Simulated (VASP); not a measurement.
A VASP calculation is set up with these files.

### KPOINTS
```
Regular mesh
0
Gamma
  7 12 6
```

POSCAR:
```
MgZr
1
    5.1829038203     0.0000000000     0.0000000000
    0.0000000000     2.9688472254     0.0000000000
   -0.0000000000     0.0000000000     5.6233667746
Mg Zr
2 2
Direct
  0.7500000000   0.0000000000   0.8394619761
  0.2500000000   0.0000000000   0.1605380239
  0.2500000000   0.5000000000   0.6545803892
  0.7500000000   0.5000000000   0.3454196108
```

### INCAR
```
ALGO = Normal
EDIFF = 1E-7
ENCUT = 400
GGA = PS
ISIF = 2
ISMEAR = -5
LASPH = T
LCHARG = T
LEFG = T
LMAXMIX = 4
LORBIT = 11
LREAL = F
LWAVE = F
NEDOS = 601
NELM = 100
PREC = Accurate
SYSTEM = MgZr
```

POTCAR, in this order: Mg Zr_sv (PBE.64 set). Program: vasp_std.

Task: Write an equivalent input for Ansatz.

Result: One equivalent input (not run):
Ansatz 0.2 input:
```yaml
crystal:
  lattice:
    - [5.1829038, 0.0000000, 0.0000000]
    - [0.0000000, 2.9688472, 0.0000000]
    - [0.0000000, 0.0000000, 5.6233668]
  atoms:
    - { symbol: Mg, position: [0.7500000, 0.0000000, 0.8394620] }
    - { symbol: Mg, position: [0.2500000, 0.0000000, 0.1605380] }
    - { symbol: Zr, position: [0.2500000, 0.5000000, 0.6545804] }
    - { symbol: Zr, position: [0.7500000, 0.5000000, 0.3454196] }
kpoints:
  mp_grid: { grid: [7, 12, 6] }
hamiltonian:
  xc: pbesol
  pseudopotentials: { kind: paw }
scf:
  occupations: { method: tetrahedron }
  max_iter: 100
output: { forces: true, stress: true, eigenvalues: true }
```
The two are equivalent in intent, not identical: each code has its own PAW files, so the cut-off isn't converted (ENCUT is set for VASP's; basis.ecutwfc is left out, and Ansatz then takes the one that its files recommend); Ansatz stops its SCF on the density residual and VASP on the energy change (EDIFF); the field gradients of LEFG aren't asked of the other code.

The structure comes from a computed database's MgZr entry (Pmma); how it stands against other phases isn't given here. It was relaxed first.
